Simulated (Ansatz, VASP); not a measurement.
# Na4Ca2ZnSi22O49 (glassy 81SiO2-7Na2O-7CaO-4ZnO (mol %)): VASP beside Ansatz, part 2 of 3

Wanted: the spread between two codes on one cell, functional and k mesh. Of the first pair: The structure shown is the start of the Ansatz relaxation below; VASP solves that cell, so the two are compared at the walk's first step.

VASP 6.6.1 and Ansatz 0.2.0.

So far: The starting structure; Ansatz: relaxation, PBEsol.

## (3) VASP: single point, PBEsol, start cell, pair 1

Level of this step: PBEsol; plane waves and PAW (Si, Na_pv, Ca_sv, Zn, O) (VASP).

The same cell, functional and mesh now go to VASP, with its own data sets.

Lines of VASP's logs that name or quote its potential files are left out, and so is its time.

INCAR reads:

```
SYSTEM = Na4Ca2ZnSi22O49
PREC = Accurate
ENCUT = 520
EDIFF = 1E-06
NELM = 120
ISMEAR = 0
SIGMA = 0.01
LREAL = Auto
ALGO = Normal
GGA = PS
NBANDS = 280
LORBIT = 11
LWAVE = .FALSE.
LCHARG = .FALSE.
ISIF = 2
LASPH = .TRUE.
GGA_COMPAT = .FALSE.
EFERMI = MIDGAP
NCORE = 2
```

POSCAR reads:

```
Na4Ca2ZnSi22O49
1.0
   10.0984900000      0.0000000000      0.0000000000
    0.0000000000     10.0984900000      0.0000000000
    0.0000000000      0.0000000000     10.0984900000
Si Na Ca Zn O
22 4 2 1 49
Direct
    0.4475124499      0.4207163645      0.2671389485
    0.4168048887      0.7697388421      0.8672385674
    0.4016838161      0.1305838794      0.2607617575
    0.4054071450      0.0758727295      0.9532118168
    0.9949309253      0.9388334296      0.3791854030
    0.1658663820      0.2798735256      0.9640748270
    0.9617279415      0.2515227524      0.4662875341
    0.5058479040      0.4137153178      0.5765911537
    0.7276137324      0.7478147723      0.3673717556
    0.7666987837      0.4784675729      0.9438242747
    0.6612473746      0.2150222459      0.8829240807
    0.5842061536      0.6654163147      0.1090063960
    0.4816561684      0.1139873387      0.5528846392
    0.2651188445      0.5117893863      0.7824140045
    0.7744821255      0.2882411133      0.1647672078
    0.2150024410      0.7425961703      0.4387487634
    0.9018972143      0.8786264085      0.7923659874
    0.6233704247      0.8548010643      0.6428485843
    0.1320296401      0.4717636003      0.3258110866
    0.9760667189      0.5911873953      0.7263462161
    0.7819782958      0.4935787430      0.5070461029
    0.9549348467      0.1699164925      0.7631437967
    0.9621141379      0.6953019709      0.0888152585
    0.2567215495      0.5993767385      0.0954301089
    0.4577417020      0.6806364120      0.4101108185
    0.2599101450      0.8941138725      0.1301976830
    0.8085664292      0.9852265042      0.1289103618
    0.2042285530      0.9411803151      0.6735957554
    0.0811507463      0.1485271560      0.2528001711
    0.5395559138      0.2583257497      0.5991984940
    0.1234243932      0.2722684283      0.1078180995
    0.4337183084      0.0504827950      0.1113631840
    0.8453739123      0.8559695558      0.3771454940
    0.0938754210      0.8438390294      0.4612570790
    0.8721799002      0.8807059273      0.9403088977
    0.8405217018      0.3525576596      0.4648813833
    0.2861813994      0.7597769568      0.3030354043
    0.6590886360      0.7588758319      0.2173988388
    0.7574102663      0.6024167970      0.3936925223
    0.4896870720      0.0989454859      0.3877411375
    0.4858548159      0.7346543889      0.0054562613
    0.9717888516      0.0828440688      0.4390161301
    0.7953763384      0.1742834820      0.8063977882
    0.8960844641      0.5548750358      0.5994064459
    0.2546519331      0.0938754210      0.2904889741
    0.2434522389      0.4163988874      0.9119977343
    0.3372187327      0.1021043740      0.6105962377
    0.5775318884      0.0016636151      0.6036447033
    0.6400263802      0.4881521891      0.5941086242
    0.0415804739      0.5435367070      0.2156857114
    0.6552761849      0.3752343172      0.8793591913
    0.3809678477      0.4596132689      0.6787846500
    0.0723177426      0.3335152087      0.3910980751
    0.6279354636      0.7811068784      0.4988567598
    0.0400554934      0.2346093327      0.8717540939
    0.2840127583      0.1705799580      0.9299905233
    0.5006788144      0.5520033193      0.1834135598
    0.2802795269      0.4566623327      0.2647920630
    0.5373773703      0.1229094647      0.8759527414
    0.1559639114      0.5884444110      0.4422245306
    0.9810179542      0.2352430908      0.6221326159
    0.9909303272      0.0099519829      0.7555188944
    0.0186958644      0.9524196192      0.2201319207
    0.3468439341      0.9219200098      0.8911926437
    0.3163344223      0.6541770106      0.8401553103
    0.1180770590      0.5256924550      0.7334066776
    0.9958419526      0.7463095968      0.7637379450
    0.6609106906      0.3593309495      0.2462645405
    0.8738039053      0.1970294569      0.2396001778
    0.4685056875      0.4226968586      0.4279748755
    0.8288962013      0.3990596614      0.0582067220
    0.7145523737      0.1835323895      0.0468683932
    0.3121159698      0.7645994599      0.5639456988
    0.7690456692      0.8580688796      0.7067294219
    0.5301980791      0.7904647130      0.7586975875
    0.8768043539      0.5307724224      0.8465424039
    0.4248754022      0.2710207170      0.2115266738
    0.6983717368      0.6047339751      0.0136158970
```

KPOINTS reads:

```
Automatic mesh
0
Gamma
1 1 1
0 0 0
```

PAW data sets: Si, Na_pv, Ca_sv, Zn and O (PBE family, release 64).

Started as:

```sh
mpirun -np 8 vasp_gam
```

Numbers of over 12 decimals in the logs are rounded to 6 here.

The program printed:

```text
[banner, memory and clock lines left out]
running    8 mpi-ranks, on    1 nodes
[...]
|                                                                             |
|               ----> ADVICE to this user running VASP <----                  |
|                                                                             |
|     You enforced a specific xc type in the INCAR file but a different       |
|     [... a line on the potential file left out ...]
|     I HOPE YOU KNOW WHAT YOU ARE DOING!                                     |
|                                                                             |

 LDA part: xc-table for (Slater+PW92), standard interpolation
 POSCAR, INCAR and KPOINTS ok, starting setup
[...]
entering main loop
       N       E                     dE             d eps       ncg     rms          rms(c)
DAV:   1     0.532687959463E+04    0.53269E+04   -0.24553E+05   560   0.168E+03
DAV:   2     0.303499569033E+02   -0.52965E+04   -0.50171E+04   664   0.448E+02
DAV:   3    -0.636195237320E+03   -0.66655E+03   -0.65483E+03   632   0.181E+02
DAV:   4    -0.671322903817E+03   -0.35128E+02   -0.34793E+02   712   0.453E+01
[...]
DAV:  17    -0.592717082650E+03   -0.10628E-04   -0.17253E-04   808   0.389E-02    0.149E-02
DAV:  18    -0.592717085256E+03   -0.26058E-05   -0.27911E-05   664   0.123E-02    0.166E-02
DAV:  19    -0.592717085927E+03   -0.67090E-06   -0.44384E-06   608   0.848E-03
   1 F= -.59271709E+03 E0= -.59271709E+03  d E =0.000000E+00
```

Parts of OUTCAR (step 3):

```text
  Total       16.6543512     16.0661508     15.0017191     -7.5848888     -8.8896820     14.5713306
  in kB       25.9100936     24.9949977     23.3390026    -11.8002303    -13.8301690     22.6694234
  external PRESSURE =      24.7480313 kB  Pullay stress =       0.0000000 kB

 POSITION                                       TOTAL-FORCE (eV/Angst)
 -----------------------------------------------------------------------------------
      4.51920      4.24860      2.69770        -0.228027     -1.765444      0.120096
      4.20910      7.77320      8.75780         1.509825      2.537075     -0.685104
      4.05640      1.31870      2.63330        -1.007053     -2.566271     -0.415343
      4.09400      0.76620      9.62600        -0.381342     -1.095143      0.840369
     10.04730      9.48080      3.82920        -1.368604     -2.131942     -1.747914
      1.67500      2.82630      9.73570         1.152341     -0.413107     -1.270486
      9.71200      2.54000      4.70880        -1.011131     -1.297069     -0.468885
      5.10830      4.17790      5.82270        -2.306913     -2.488979      2.458524
      7.34780      7.55180      3.70990        -0.324269      3.695695      1.655634
      7.74250      4.83180      9.53120        -1.444474     -0.756162     -0.350185
      6.67760      2.17140      8.91620         3.809893      1.111940      3.565724
      5.89960      6.71970      1.10080         0.900447     -2.294164     -0.817621
      4.86400      1.15110      5.58330        -1.763833      1.045348     -1.314653
      2.67730      5.16830      7.90120         2.193469     -1.514125     -0.621846
[...]
-----------------------------------------------------------------------------------
    total drift:                                0.004187      0.008126      0.000824

  FREE ENERGIE OF THE ION-ELECTRON SYSTEM (eV)
  ---------------------------------------------------
  free  energy   TOTEN  =      -592.7170859265 eV

  energy  without entropy=     -592.7170859265  energy(sigma->0) =     -592.71708593

[... 3 further parts left out ...]
[key lines of the parts left out:]
E-fermi :   4.1390
```

The run ends at a pressure of 2.47 GPa, with forces up to 5.3 eV/Å.

## (4) Differences

Known differences besides the potentials themselves: fixed occupations in Ansatz, narrow Gaussian smearing in VASP; the data sets hold 450 valence electrons in Ansatz (on its default PAW (the set named soft_2) files) and 442 in VASP; the cutoff is 420 eV in Ansatz and 520 eV in VASP (PREC = Accurate, projectors in real space); Ansatz makes its cores anew for this functional, VASP keeps those of its PBE data sets. Total energies have different zeros and are not compared.

Forces on 9 of the 78 atoms, those with the largest forces and the largest differences (eV/Å; atoms numbered as in POSCAR):

| atom | Ansatz x, y, z | VASP x, y, z |
| --- | --- | --- |
| Si8 | -2.222, -2.515, 2.373 | -2.307, -2.489, 2.459 |
| Si9 | -0.278, 3.645, 1.699 | -0.324, 3.696, 1.656 |
| Si11 | 3.827, 1.163, 3.589 | 3.810, 1.112, 3.566 |
| Si15 | -2.625, 1.891, -1.287 | -2.582, 1.899, -1.345 |
| O35 | -0.645, 0.190, 3.987 | -0.678, 0.187, 4.155 |
| O37 | 0.830, 0.494, -2.458 | 0.890, 0.515, -2.614 |
| O49 | 3.176, 1.721, 0.028 | 3.240, 1.769, 0.048 |
| O68 | -1.073, 0.438, 0.595 | -1.205, 0.515, 0.674 |
| O77 | 1.025, 4.227, -1.557 | 1.045, 4.268, -1.602 |

The forces differ by 48 meV/Å r.m.s., which is 3.7 % of the r.m.s. force of 1.279 eV/Å (both taken over all components).

## (5) Ansatz: relaxation, PBEsol

This run makes the geometry at which the two programs are then compared. The cell compared in this pair holds 1002.04 Å³, against 1029.84 Å³ for the pair before.

The structure compared here is the end of the Ansatz relaxation.

input.yaml reads:

```yaml
crystal:
  lattice:
    - [10.09849, 0.0, 0.0]
    - [0.0, 10.09849, 0.0]
    - [0.0, 0.0, 10.09849]
  atoms:
    - { symbol: Si, position: [0.44751, 0.42072, 0.26714] }
    - { symbol: Si, position: [0.4168, 0.76974, 0.86724] }
    - { symbol: Si, position: [0.40168, 0.13058, 0.26076] }
    - { symbol: Si, position: [0.40541, 0.07587, 0.95321] }
    - { symbol: Si, position: [0.99493, 0.93883, 0.37919] }
    - { symbol: Si, position: [0.16587, 0.27987, 0.96407] }
    - { symbol: Si, position: [0.96173, 0.25152, 0.46629] }
    - { symbol: Si, position: [0.50585, 0.41372, 0.57659] }
    - { symbol: Si, position: [0.72761, 0.74781, 0.36737] }
    - { symbol: Si, position: [0.7667, 0.47847, 0.94382] }
    - { symbol: Si, position: [0.66125, 0.21502, 0.88292] }
    - { symbol: Si, position: [0.58421, 0.66542, 0.10901] }
    - { symbol: Si, position: [0.48166, 0.11399, 0.55288] }
    - { symbol: Si, position: [0.26512, 0.51179, 0.78241] }
    - { symbol: Si, position: [0.77448, 0.28824, 0.16477] }
    - { symbol: Si, position: [0.215, 0.7426, 0.43875] }
    - { symbol: Si, position: [0.9019, 0.87863, 0.79237] }
    - { symbol: Si, position: [0.62337, 0.8548, 0.64285] }
    - { symbol: Si, position: [0.13203, 0.47176, 0.32581] }
    - { symbol: Si, position: [0.97607, 0.59119, 0.72635] }
    - { symbol: Si, position: [0.78198, 0.49358, 0.50705] }
    - { symbol: Si, position: [0.95493, 0.16992, 0.76314] }
    - { symbol: Na, position: [0.96211, 0.6953, 0.08882] }
    - { symbol: Na, position: [0.25672, 0.59938, 0.09543] }
    - { symbol: Na, position: [0.45774, 0.68064, 0.41011] }
    - { symbol: Na, position: [0.25991, 0.89411, 0.1302] }
    - { symbol: Ca, position: [0.80857, 0.98523, 0.12891] }
    - { symbol: Ca, position: [0.20423, 0.94118, 0.6736] }
    - { symbol: Zn, position: [0.08115, 0.14853, 0.2528] }
    - { symbol: O, position: [0.53956, 0.25833, 0.5992] }
    - { symbol: O, position: [0.12342, 0.27227, 0.10782] }
    - { symbol: O, position: [0.43372, 0.05048, 0.11136] }
    - { symbol: O, position: [0.84537, 0.85597, 0.37715] }
    - { symbol: O, position: [0.09388, 0.84384, 0.46126] }
    - { symbol: O, position: [0.87218, 0.88071, 0.94031] }
    - { symbol: O, position: [0.84052, 0.35256, 0.46488] }
    - { symbol: O, position: [0.28618, 0.75978, 0.30304] }
    - { symbol: O, position: [0.65909, 0.75888, 0.2174] }
    - { symbol: O, position: [0.75741, 0.60242, 0.39369] }
    - { symbol: O, position: [0.48969, 0.09895, 0.38774] }
    - { symbol: O, position: [0.48585, 0.73465, 0.00546] }
    - { symbol: O, position: [0.97179, 0.08284, 0.43902] }
    - { symbol: O, position: [0.79538, 0.17428, 0.8064] }
    - { symbol: O, position: [0.89608, 0.55488, 0.59941] }
    - { symbol: O, position: [0.25465, 0.09388, 0.29049] }
    - { symbol: O, position: [0.24345, 0.4164, 0.912] }
    - { symbol: O, position: [0.33722, 0.1021, 0.6106] }
    - { symbol: O, position: [0.57753, 0.00166, 0.60364] }
    - { symbol: O, position: [0.64003, 0.48815, 0.59411] }
    - { symbol: O, position: [0.04158, 0.54354, 0.21569] }
    - { symbol: O, position: [0.65528, 0.37523, 0.87936] }
    - { symbol: O, position: [0.38097, 0.45961, 0.67878] }
    - { symbol: O, position: [0.07232, 0.33352, 0.3911] }
    - { symbol: O, position: [0.62794, 0.78111, 0.49886] }
    - { symbol: O, position: [0.04006, 0.23461, 0.87175] }
    - { symbol: O, position: [0.28401, 0.17058, 0.92999] }
    - { symbol: O, position: [0.50068, 0.552, 0.18341] }
    - { symbol: O, position: [0.28028, 0.45666, 0.26479] }
    - { symbol: O, position: [0.53738, 0.12291, 0.87595] }
    - { symbol: O, position: [0.15596, 0.58844, 0.44222] }
    - { symbol: O, position: [0.98102, 0.23524, 0.62213] }
    - { symbol: O, position: [0.99093, 0.00995, 0.75552] }
    - { symbol: O, position: [0.0187, 0.95242, 0.22013] }
    - { symbol: O, position: [0.34684, 0.92192, 0.89119] }
    - { symbol: O, position: [0.31633, 0.65418, 0.84016] }
    - { symbol: O, position: [0.11808, 0.52569, 0.73341] }
    - { symbol: O, position: [0.99584, 0.74631, 0.76374] }
    - { symbol: O, position: [0.66091, 0.35933, 0.24626] }
    - { symbol: O, position: [0.8738, 0.19703, 0.2396] }
    - { symbol: O, position: [0.46851, 0.4227, 0.42797] }
    - { symbol: O, position: [0.8289, 0.39906, 0.05821] }
    - { symbol: O, position: [0.71455, 0.18353, 0.04687] }
    - { symbol: O, position: [0.31212, 0.7646, 0.56395] }
    - { symbol: O, position: [0.76905, 0.85807, 0.70673] }
    - { symbol: O, position: [0.5302, 0.79046, 0.7587] }
    - { symbol: O, position: [0.8768, 0.53077, 0.84654] }
    - { symbol: O, position: [0.42488, 0.27102, 0.21153] }
    - { symbol: O, position: [0.69837, 0.60473, 0.01362] }
kpoints:
  mp_grid: { grid: [1, 1, 1] }
hamiltonian:
  xc: pbesol
scf:
  occupations: { method: fixed }
output:
  forces: true
relax:
  f_tol: 0.05
  max_steps: 150
  cell: {}
```

Started as:

```sh
ansatz run input.yaml --threads 4 --pin off --max-ram 8192MiB --backend cpu --events-out ev --progress --plain --runs-dir out
```

The program printed:

```text
[...]
Crystal: 78 atoms, lattice volume = 1029.839 Å³
Basis set: ecut = 420 eV, 20005 PW (Γ), exchange–correlation on 144×144×144 points (8 copies of the dense FFT grid, shifted against one another)
Bands: 303, of which v1, the nominal top of the filled ones, is band 225 counted from 1 (224 counted from 0)
Symmetry: 1 space group operations
[...]
k-points: 1
[...]
- { symbol: O, position: [0.430630, 0.029278, 0.123040] }
    - { symbol: O, position: [0.826714, 0.885384, 0.306148] }
    - { symbol: O, position: [0.045066, 0.823959, 0.425751] }
    - { symbol: O, position: [0.877031, 0.881243, 0.963094] }
    - { symbol: O, position: [0.832228, 0.382268, 0.440470] }
    - { symbol: O, position: [0.258675, 0.729114, 0.276181] }
[...]
- { symbol: O, position: [0.525146, 0.795032, 0.731373] }
    - { symbol: O, position: [0.924917, 0.519758, 0.893956] }
    - { symbol: O, position: [0.417596, 0.262385, 0.203632] }
    - { symbol: O, position: [0.723234, 0.603897, 0.034296] }
[key lines of the parts left out:]
P = ⅓ Tr σ = -0.0053 GPa (-0.053 kbar)
```

[end of part 2 of 3]

[Lines on the potential files, build, host, timing and source positions are cut from VASP's logs without a mark.]

[Logs are printed without paths, hosts, clocks, repeated set-up lines and the standing remarks that a program may print on its own settings, such as how far it seeks lower states.]

[Hosts, paths, dates, database ids (printed as entryN), source tags and the programs' standing remarks are cut or masked in the printed files.]
